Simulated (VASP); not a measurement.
# Si7SbO16 (a cell with a defect) (Cristobalite) in VASP: a series of runs

Runs on Si7SbO16 (a cell with a defect) (Cristobalite). Level: PBE. Tasks: single point.

Program: VASP 6.6.1. These are calculated values, not measurements. Logs are shortened: lines on timing, memory, paths and dates and some standing lists are left out, and cuts for length are marked.

## (1) Starting point

The cell holds a defect, 24 atoms: a = 8.562 Å, b = 8.562 Å, c = 7.046 Å, α = 65.70°, β = 65.70°, γ = 48.59°.

## (2) Single point, PBE

INCAR reads:

```
SYSTEM = Si7SbO16
PREC = Accurate
ENCUT = 520
EDIFF = 1E-6
ISMEAR = -1
SIGMA = 0.01
LREAL = Auto
LASPH = .True.
NELM = 100
ALGO = Fast
ISIF = 2
LWAVE = .False.
LCHARG = .True.
GGA = PE
LELF = .True.
LVHAR = .True.
NELECT = 130.0
NBANDS = 82
```

KPOINTS reads:

```
Automatic mesh
0
Gamma
  3 3 3
  0 0 0
```

POSCAR reads:

```
Si7SbO16
1.0
    0.0000000000      4.9820000000      6.9630000000
    4.9820000000      0.0000000000      6.9630000000
    4.9820000000      4.9820000000      0.0000000000
Sb Si O
1 7 16
Direct
    0.0000000000      0.0000000000      0.2504085090
    0.5000000000      0.5000000000      0.8197673342
    0.4468876325      0.8040221427      0.3884479091
    0.9179692173      0.3613492538      0.8499590107
    0.2626676367      0.2381993247      0.4400515479
    0.7373323633      0.7618006753      0.9409185092
    0.0820307827      0.6386507462      0.1292774818
    0.5531123675      0.1959778573      0.6393576843
    0.0357567269      0.2503234136      0.0422051273
    0.5526003242      0.6305856553      0.5931058566
    0.4329625618      0.0032609472      0.3858131905
    0.8209477522      0.6119103800      0.7874309637
    0.3888939387      0.2916966925      0.4941465724
    0.9298588346      0.7444976794      0.9637950968
    0.2869585458      0.6498793418      0.9826712453
    0.7793694759      0.1434956421      0.4952389984
    0.1790522478      0.3880896200      0.2202890959
    0.5670374382      0.9967390528      0.8220366994
    0.0701411654      0.2555023206      0.6381516107
    0.6111060613      0.7083033075      0.1747372036
    0.2206305241      0.8565043579      0.4181041164
    0.7130414542      0.3501206582      0.9195091329
    0.4473996758      0.3694143447      0.7762918360
    0.9642432731      0.7496765864      0.3282852679
```

Potentials or basis: VASP PAW PBE potentials, release 64 (Sb, Si, O).

The run is started by

```bash
> cat potpaw_PBE.64/Sb/POTCAR potpaw_PBE.64/Si/POTCAR potpaw_PBE.64/O/POTCAR > POTCAR
> mpirun -np 1 vasp_std > vasp.out
```

OUTCAR:

```text
SYSTEM = Si7SbO16
   PREC = Accurate
   ENCUT = 520
   EDIFF = 1E-6
   ISMEAR = -1
   LREAL = Auto
   LASPH = .True.
   NELM = 100
   ISIF = 2
   GGA = PE
   NELECT = 130.0

 ion  position               nearest neighbor table
   1  0.000  0.000  0.250-  16 2.01  21 2.01  24 2.18   9 2.18   7 3.10   4 3.10   3 3.41   8 3.41

   2  0.500  0.500  0.820-  10 1.61  23 1.61  15 1.64  22 1.64   4 3.01   7 3.01   3 3.05   8 3.05

   3  0.447  0.804  0.388-  21 1.61  11 1.62  10 1.62  20 1.63   2 3.05   5 3.05   6 3.09   1 3.41

   4  0.918  0.361  0.850-   9 1.60  12 1.63  19 1.64  22 1.67   6 2.92   2 3.01   5 3.09   1 3.10

   5  0.263  0.238  0.440-  11 1.62  17 1.62  19 1.63  13 1.63   7 2.92   3 3.05   4 3.09   8 3.09

   6  0.737  0.762  0.941-  18 1.62  12 1.62  14 1.63  20 1.63   4 2.92   8 3.05   7 3.09   3 3.09

   7  0.082  0.639  0.129-  24 1.60  17 1.63  14 1.64  15 1.67   5 2.92   2 3.01   6 3.09   1 3.10

   8  0.553  0.196  0.639-  16 1.61  18 1.62  23 1.62  13 1.63   2 3.05   6 3.05   5 3.09   1 3.41

   9  0.036  0.250  0.042-   4 1.60   1 2.18
  10  0.553  0.631  0.593-   2 1.61   3 1.62
  11  0.433  0.003  0.386-   5 1.62   3 1.62
  12  0.821  0.612  0.787-   6 1.62   4 1.63
  13  0.389  0.292  0.494-   5 1.63   8 1.63
  14  0.930  0.744  0.964-   6 1.63   7 1.64
[... 8 lines left out ...]
  23  0.447  0.369  0.776-   2 1.61   8 1.62
  24  0.964  0.750  0.328-   7 1.60   1 2.18

  LATTYP: Found a body centered tetragonal cell.
 ALAT       =     7.0456119677
 C/A-ratio  =     1.9765493847

  Lattice vectors:

 A1 = (  -4.9820000000,   0.0000000000,   6.9630000000)
 A2 = (   4.9820000000,   0.0000000000,   6.9630000000)
 A3 = (   0.0000000000,   4.9820000000,  -6.9630000000)

Analysis of symmetry for initial positions (statically):
=====================================================================
 Subroutine PRICEL returns:
 Original cell was already a primitive cell.

 Routine SETGRP: Setting up the symmetry group for a
 body centered tetragonal supercell.

 Subroutine GETGRP returns: Found  2 space group operations
 (whereof  2 operations were pure point group operations)
 out of a pool of 16 trial point group operations.

The static configuration has the point symmetry C_2 .

Analysis of symmetry for dynamics (positions and initial velocities):
=====================================================================
 Subroutine PRICEL returns:
 Original cell was already a primitive cell.

 Routine SETGRP: Setting up the symmetry group for a
 body centered tetragonal supercell.

 Subroutine GETGRP returns: Found  2 space group operations
 (whereof  2 operations were pure point group operations)
 out of a pool of 16 trial point group operations.

The dynamic configuration has the point symmetry C_2 .

 Subroutine INISYM returns: Found  2 space group operations
 (whereof  2 operations are pure point group operations),
 and found     1 'primitive' translations

----------------------------------------------------------------------------------------

                                     Primitive cell

  volume of cell :     345.6478

  direct lattice vectors                    reciprocal lattice vectors
     0.000000000  4.982000000  6.963000000    -0.100361301  0.100361301  0.071808129
     4.982000000  0.000000000  6.963000000     0.100361301 -0.100361301  0.071808129
     4.982000000  4.982000000  0.000000000     0.100361301  0.100361301 -0.071808129

  length of vectors
     8.561757588  8.561757588  7.045611968     0.159063474  0.159063474  0.159063474

  position of ions in fractional coordinates (direct lattice)
     0.000000000  0.000000000  0.250408509
     0.500000000  0.500000000  0.819767334
     0.446887633  0.804022143  0.388447909
     0.917969217  0.361349254  0.849959011
     0.262667637  0.238199325  0.440051548
     0.737332363  0.761800675  0.940918509
[... 16 lines left out ...]
     0.447399676  0.369414345  0.776291836
     0.964243273  0.749676586  0.328285268

  ion indices of the primitive-cell ions
   primitive index   ion index
                 1           1
                 2           2
                 3           3
                 4           4
                 5           5
                 6           6
[... 16 lines left out ...]
                23          23
                24          24

----------------------------------------------------------------------------------------

 KPOINTS: Automatic mesh

Automatic generation of k-mesh.
 Grid dimensions read from file:
 generate k-points for:    3    3    3

 Generating k-lattice:

  Cartesian coordinates                     Fractional coordinates (reciprocal lattice)
    -0.033453767  0.033453767  0.023936043     0.333333333  0.000000000  0.000000000
     0.033453767 -0.033453767  0.023936043     0.000000000  0.333333333  0.000000000
     0.033453767  0.033453767 -0.023936043     0.000000000  0.000000000  0.333333333

  Length of vectors
[... 46 lines left out ...]
   ISIF   =      2    stress and relaxation
   ISYM   =      2    0-nonsym 1-usesym 2-fastsym
   POTIM  = 0.5000    time-step for ionic-motion
   TEBEG  =    0.0;   TEEND  =   0.0 temperature during run
   PSTRESS=    0.0 pullay stress
   NELECT =     130.0000    total number of electrons
   NUPDOWN=      -1.0000    fix difference up-down
   EMIN   =  10.00;   EMAX   =-10.00  energy-range for DOS
   EFERMI =   0.00;   METHOD = LEGACY
   ISMEAR =    -1;   SIGMA  =   0.01  broadening in eV -4-tet -1-fermi 0-gaus
   EFERMI_NEDOS =   21; number of points for ismear=-14 and -15
   IALGO  =     68    algorithm
   IMIX   =      4    mixing-type and parameters
     AMIX     =   0.40;   BMIX     =  1.00
     AMIX_MAG =   1.60;   BMIX_MAG =  1.00
  volume/ion in A,a.u.               =      14.40        97.19
  Fermi-wavevector in a.u.,A,eV,Ry     =   1.181711  2.233110 18.999737  1.396441
  Thomas-Fermi vector in A             =   2.317979
   LORBIT       =      0    0 simple, 1 ext, 2 COOP (PROOUT), +10 PAW based schemes
   GGA     = PE    functional components
   LHFCALC =     F    Hartree Fock is set to
   AEXX    =    0.0000 exact exchange contribution
   IVDW    =     0    specifies the selected vdW correction
   LEPSILON=     F    determine dielectric tensor
   LRPA    =     F    only Hartree local field effects (RPA)
 non-spin polarized calculation
 RMM-DIIS sequential band-by-band and
  energy-cutoff  :      520.00
  volume of cell :      345.65
 maximum number of plane-waves:      9331
   NGX = 31   NGY = 31   NGZ = 27

 number of electron     130.0000003 magnetization

 Free energy of the ion-electron system (eV)
  ---------------------------------------------------
  ext. energy  EPLUGINS =         0.00000000
  ---------------------------------------------------
  free energy    TOTEN  =      -179.17422618 eV

  energy without entropy =     -179.17422618  energy(sigma->0) =     -179.17422618

 E-fermi :   2.9872     XC(G=0):  -8.7379

 val. band max:        2.6859624677   @ k =   0.3333   0.3333  -0.3333
 cond. band min:       6.1320308544   @ k =   0.3333   0.0000   0.0000
 fundamental gap:      3.4460683867
 Fermi energy:         2.9871505659

 k-point     1 :       0.0000    0.0000    0.0000
  band No.  band energies     occupation
      1     -18.8515      2.00000
      2     -18.0511      2.00000
      3     -18.0494      2.00000
      4     -17.9549      2.00000
      5     -17.8402      2.00000
      6     -17.8023      2.00000
[... 69 lines left out ...]
     76      10.0893      0.00000
     77      10.1831      0.00000

 k-point     2 :       0.3333    0.0000    0.0000
  band No.  band energies     occupation
      1     -18.7488      2.00000
      2     -18.3311      2.00000
      3     -18.1896      2.00000
      4     -17.9730      2.00000
      5     -17.6391      2.00000
      6     -17.5221      2.00000
[... 69 lines left out ...]
     76      10.1427      0.00000
     77      10.2351      0.00000
[... 558 lines left out ...]
     76      10.0228      0.00000
     77      10.0911      0.00000

 k-point    10 :       0.0000   -0.3333    0.3333
  band No.  band energies     occupation
      1     -18.5822      2.00000
      2     -18.4651      2.00000
      3     -18.3901      2.00000
      4     -17.8967      2.00000
      5     -17.4915      2.00000
      6     -17.4313      2.00000
[... 69 lines left out ...]
     76      10.0273      0.00000
     77      10.1049      0.00000
 [bands above 77 left out]

------------------------ aborting loop because EDIFF is reached ----------------------------------------

  FORCE on cell =-STRESS in cart. coord.  units (eV):
  Direction    XX          YY          ZZ          XY          YZ          ZX
  --------------------------------------------------------------------------------------
  -------------------------------------------------------------------------------------
  Total       14.1610307     14.1610307     17.9385863     -2.8797003     -5.7298056      5.7298059
  in kB       65.6404588     65.6404588     83.1505180    -13.3482411    -26.5593005     26.5593018
  external PRESSURE =      71.4771452 kB  Pullay stress =       0.0000000 kB

 VOLUME and BASIS-vectors are now :
 -----------------------------------------------------------------------------
  energy-cutoff  :      520.00
  volume of cell :      345.65
      direct lattice vectors                 reciprocal lattice vectors
     0.000000000  4.982000000  6.963000000    -0.100361301  0.100361301  0.071808129
     4.982000000  0.000000000  6.963000000     0.100361301 -0.100361301  0.071808129
     4.982000000  4.982000000  0.000000000     0.100361301  0.100361301 -0.071808129

 POSITION                                       TOTAL-FORCE (eV/Angst)
 -----------------------------------------------------------------------------------
      1.24754      1.24754      0.00000        -0.023211     -0.023211     -0.000000
      6.57508      6.57508      6.96300         0.014091      0.014091     -0.000000
      5.94089      4.16164      8.71008        -0.025765      0.040223      0.037767
      6.03474      8.80782      8.90789        -0.046108     -0.056433     -0.023592
      3.37905      3.50095      3.48754        -0.023534     -0.003955     -0.003597
      8.48295      8.36105     10.43846        -0.003955     -0.023534      0.003597
[... 16 lines left out ...]
      5.70791      6.09643      5.68748        -0.000790      0.000453     -0.002726
      5.37041      6.43938     11.93402         0.109236      0.019728      0.031019
 -----------------------------------------------------------------------------------
    total drift:                                0.001640      0.001662     -0.000007

  FREE ENERGIE OF THE ION-ELECTRON SYSTEM (eV)
  ---------------------------------------------------
  free  energy   TOTEN  =      -179.1742261770 eV

  energy  without entropy=     -179.1742261770  energy(sigma->0) =     -179.17422618
```

Wall time 9 min (1 thread of Intel Xeon 6975P-C (Granite Rapids), shared host); peak memory 0.58 GiB.

What came out:

| Quantity | Value |
| --- | --- |
| Free energy | -179.1742 eV |
| Largest force | 0.115 eV/Å |
| Band gap on the k mesh | 3.45 eV, indirect (least direct gap 3.50 eV) |

Forces on the atoms (eV/Å):
```
Sb  -0.023 -0.023  0.000
Si   0.014  0.014  0.000
Si  -0.026  0.040  0.038
Si  -0.046 -0.056 -0.024
Si  -0.024 -0.004 -0.004
Si  -0.004 -0.024  0.004
Si  -0.056 -0.046  0.024
Si   0.040 -0.026 -0.038
O    0.020  0.109 -0.031
O    0.000 -0.001  0.003
O   -0.008  0.004 -0.002
O   -0.015 -0.004 -0.006
O   -0.001  0.005 -0.004
O    0.000  0.011  0.002
O    0.022 -0.003 -0.002
O   -0.028  0.015  0.038
O   -0.004 -0.015  0.006
O    0.004 -0.008  0.002
O    0.011  0.000 -0.002
O    0.005 -0.001  0.004
O    0.015 -0.028 -0.038
O   -0.003  0.022  0.002
O   -0.001  0.000 -0.003
O    0.109  0.020  0.031
```

Caveat: the cell carries a net charge on a neutralising background, which shifts energy and pressure; the cell is charged against a uniform background, so pressure and absolute levels hang on convention; spin-orbit coupling is left out, which moves the levels of the heavy elements. PBE gaps usually lie below the measured ones, often by a third to a half.

## (3) Single point, PBE

INCAR reads:

```
SYSTEM = Si7SbO16
PREC = Accurate
ENCUT = 520
EDIFF = 1E-6
ISMEAR = -1
SIGMA = 0.01
LREAL = Auto
LASPH = .TRUE.
NELM = 100
ALGO = Fast
ISIF = 2
LWAVE = .FALSE.
LCHARG = .TRUE.
GGA = PE
LELF = .TRUE.
LVHAR = .TRUE.
NELECT = 128.0
NBANDS = 82
```

KPOINTS reads:

```
regular mesh
0
G
  3 3 3
  0 0 0
```

POSCAR reads:

```
Si7SbO16
1.0
    0.0000000000      4.9820000000      6.9630000000
    4.9820000000      0.0000000000      6.9630000000
    4.9820000000      4.9820000000      0.0000000000
Sb Si O
1 7 16
Direct
    0.0000000000      0.0000000000      0.3020590325
    0.5000000000      0.5000000000      0.8176786261
    0.4586305213      0.8023768178      0.3836554208
    0.9224335006      0.3335671467      0.8533247374
    0.2512224530      0.2476030627      0.4391999801
    0.7487775470      0.7523969373      0.9380254957
    0.0775664994      0.6664328533      0.1093253846
    0.5413694787      0.1976231822      0.6446627599
    0.0556228442      0.1691716517      0.0517088269
    0.5545495598      0.6361499541      0.5946398554
    0.4106710183      0.0273048859      0.3533997468
    0.8727920670      0.5600959811      0.8182694440
    0.3824380105      0.2940192769      0.4950022840
    0.9218519460      0.7690677816      0.9537376891
    0.2906366624      0.6564528647      0.9782376481
    0.7632571992      0.1739037568      0.4920460572
    0.1272079330      0.4399040189      0.2511574921
    0.5893289817      0.9726951141      0.7913756510
    0.0781480540      0.2309322184      0.6446574167
    0.6175619895      0.7059807231      0.1714595715
    0.2367428008      0.8260962432      0.4292070131
    0.7093633376      0.3435471353      0.9253271752
    0.4454504402      0.3638500459      0.7853393692
    0.9443771558      0.8308283483      0.2765033227
```

Potentials or basis: VASP PAW PBE potentials, release 64 (Sb, Si, O).

The run is started by

```bash
> cat potpaw_PBE.64/Sb/POTCAR potpaw_PBE.64/Si/POTCAR potpaw_PBE.64/O/POTCAR > POTCAR
> mpirun -np 1 vasp_std > vasp.out
```

It took 6.8 min on 1 thread of Intel Xeon 6975P-C (Granite Rapids), shared host; peak memory 0.58 GiB.

Results (log left out):

```yaml
Free_energy: -185.1304 eV
Largest_force: 0.151 eV/Å
Band_gap_on_the_k_mesh: 2.88 eV, direct
```

Forces in eV/Å, atoms in the order of the input:
```
Sb  -0.038 -0.038  0.000
Si   0.026  0.026  0.000
Si  -0.014  0.013  0.020
Si  -0.011  0.008 -0.009
Si  -0.028 -0.021  0.002
Si  -0.021 -0.028 -0.002
Si   0.008 -0.011  0.009
Si   0.013 -0.014 -0.020
O   -0.027 -0.052  0.121
O   -0.004 -0.009 -0.016
O    0.003 -0.001 -0.008
O    0.004  0.008  0.001
O   -0.002 -0.002 -0.004
O    0.000 -0.008 -0.003
O    0.015  0.003  0.009
O    0.149 -0.012 -0.024
O    0.008  0.004 -0.001
O   -0.001  0.003  0.008
O   -0.008  0.000  0.003
O   -0.002 -0.002  0.004
O   -0.012  0.149  0.024
O    0.003  0.015 -0.009
O   -0.009 -0.004  0.016
O   -0.052 -0.027 -0.121
```

Levels at points of the mesh, in eV from the valence-band top:
| k point | band 62 | band 63 | band 64 | band 65 | band 66 | band 67 |
| --- | --- | --- | --- | --- | --- | --- |
| (0.00, 0.00, 0.00) | -0.32 | -0.32 | 0.00 | 2.88 | 6.48 | 6.87 |

Caveat: the cell carries a net charge on a neutralising background, which shifts energy and pressure; the cell is charged against a uniform background, so pressure and absolute levels hang on convention; spin-orbit coupling is left out, which moves the levels of the heavy elements. Expect the measured gap to be larger: semilocal functionals such as PBE lack the derivative discontinuity.

## (4) Single point, PBE

This run's cell holds other atoms than the first one's.

INCAR reads:

```
SYSTEM = InSi7O16
PREC = Accurate ; ENCUT = 520
EDIFF = 1E-6 ; ISMEAR = -1
SIGMA = 0.01 ; LREAL = Auto
LASPH = .True. ; NELM = 100
ALGO = Fast ; ISIF = 2
LWAVE = .False. ; LCHARG = .True.
GGA = PE ; LELF = .True.
LVHAR = .True. ; NBANDS = 86
NELECT = 138.0
```

KPOINTS reads:

```
regular mesh
0
Gamma
  3 3 3
  0 0 0
```

POSCAR reads:

```
InSi7O16
1.0
    0.0000000000      4.9820000000      6.9630000000
    4.9820000000      0.0000000000      6.9630000000
    4.9820000000      4.9820000000      0.0000000000
In Si O
1 7 16
Direct
    0.0000000000      0.0000000000      0.2971484449
    0.5000000000      0.5000000000      0.8204328520
    0.4623803804      0.7940763988      0.3916304972
    0.9206897960      0.3336936478      0.8533733729
    0.2461650308      0.2478964955      0.4414396106
    0.7538349692      0.7521035045      0.9355011370
    0.0793102040      0.6663063522      0.1077568167
    0.5376196196      0.2059236012      0.6480872764
    0.0665205991      0.1765123204      0.0270946713
    0.5687269063      0.6269880798      0.6001645713
    0.4149044496      0.0180096873      0.3747273344
    0.8445554095      0.5756366017      0.8115851013
    0.3600305025      0.2962780005      0.5228010422
    0.9500022142      0.7442894088      0.9316777117
    0.2922151523      0.6622712530      0.9766644557
    0.7411369407      0.1933628047      0.4918799430
    0.1554445905      0.4243633983      0.2317771125
    0.5850955504      0.9819903127      0.8076414713
    0.0499977858      0.2557105912      0.6259693347
    0.6399694975      0.7037219995      0.1791095452
    0.2588630593      0.8066371953      0.4263796884
    0.7077848477      0.3377287470      0.9311508611
    0.4312730937      0.3730119202      0.7958795574
    0.9334794009      0.8234876796      0.2701275907
```

Potentials or basis: VASP PAW PBE potentials, release 64 (In_d, Si, O).

The run is started by

```bash
> cat potpaw_PBE.64/In_d/POTCAR potpaw_PBE.64/Si/POTCAR potpaw_PBE.64/O/POTCAR > POTCAR
> mpirun -np 1 vasp_std > vasp.out
```

Run time: 7.2 min. Hardware: 1 thread of AMD EPYC 9R45 (Zen 5), shared host; peak memory 0.56 GiB.

Results (log left out):

```yaml
Free_energy: -179.2307 eV
Largest_force: 0.076 eV/Å
Band_gap_on_the_k_mesh: 4.56 eV, direct
```

Forces on the atoms (eV/Å):
```
In   0.012  0.012  0.000
Si   0.017  0.017  0.000
Si  -0.032  0.035  0.059
Si  -0.015 -0.043  0.013
Si  -0.026 -0.014  0.011
Si  -0.014 -0.026 -0.011
Si  -0.043 -0.015 -0.013
Si   0.035 -0.032 -0.059
O   -0.006  0.052  0.026
O   -0.003 -0.001  0.003
O   -0.005  0.003 -0.012
O   -0.008  0.007 -0.014
O   -0.001  0.007 -0.003
O    0.002  0.010  0.011
O    0.007  0.000  0.005
O   -0.003  0.005  0.040
O    0.007 -0.008  0.014
O    0.003 -0.005  0.012
O    0.010  0.002 -0.011
O    0.007 -0.001  0.003
O    0.005 -0.003 -0.040
O    0.000  0.007 -0.005
O   -0.001 -0.003 -0.003
O    0.052 -0.006 -0.026
```

Levels at points of the mesh, in eV from the valence-band top:
```tsv
k point	band 65	band 66	band 67	band 68	band 69	band 70	band 71	band 72	band 73	band 74
(0.00, 0.00, 0.00)	-0.45	-0.33	-0.15	-0.05	0.00	4.56	7.05	8.19	8.20	8.49
```

Caveat: the cell carries a net charge on a neutralising background, which shifts energy and pressure; the cell is charged against a uniform background, so pressure and absolute levels hang on convention; spin-orbit coupling is left out, which moves the levels of the heavy elements.
